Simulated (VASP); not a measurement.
## La: transverse stress against strain

La (dhcp, P6_3/mmc, 37.206 Å³/atom and stress up to 0.11 GPa in the relaxed cell, c along z) under an equal strain ε along x and y, with z held. PBE in VASP (plane waves, PAW), 480 eV, 18×18×4 Γ-centred mesh, Methfessel-Paxton smearing 0.10 eV; ions are relaxed, or left where forces stay under 0.02 eV/Å, within the symmetry of each cell. Stress is positive for a compressed cell.

Here s stands for strain and y for stress zz.

```
strain (%)  stress zz (GPa)
----------  ---------------
-1.50                  0.43
-1.00                  0.32
-0.50                  0.22
0.00                   0.11
0.50                   0.00
1.00                  -0.11
1.50                  -0.21
3.00                      ?
```

The 7 complete rows are fitted with a straight line, y against s. Means: s 0, y 0.109. About the means, the sum of products is -1.5000 and the sum of squares of s is 7.0000; the slope is their ratio. Least squares gives y = 0.109 - 0.2143·s. Residuals (row less fit): 0.000, -0.003, 0.004, 0.001, -0.002, -0.005, 0.002; standard error 0.003 (degrees of freedom: 5). The slope gives the elastic constant 2C13 = about 21 GPa.

Predict the withheld y at s = 3.00 from the fit, and compare with the calculation.

y = 0.109 - 0.2143 × 3.0 = -0.534 GPa. The calculation gives -0.52 GPa, 0.014 GPa above the prediction (1.5 % of the range of y in the table). The row lies outside the fitted rows, so this is an extrapolation. The scatter of the fitted rows lies at the last printed digit.

In a metal these values are sensitive to mesh and smearing; energies are taken to zero smearing, stresses follow the free energy. Rows are the converged runs of the series near zero and its far end, less any whose ions stayed unrelaxed beside relaxed ones; series whose fitted rows scatter by over a few per cent of the range, as at a crossing or softening among them, aren't shown in this form. Most that stay on the fit to the last digits aren't either.
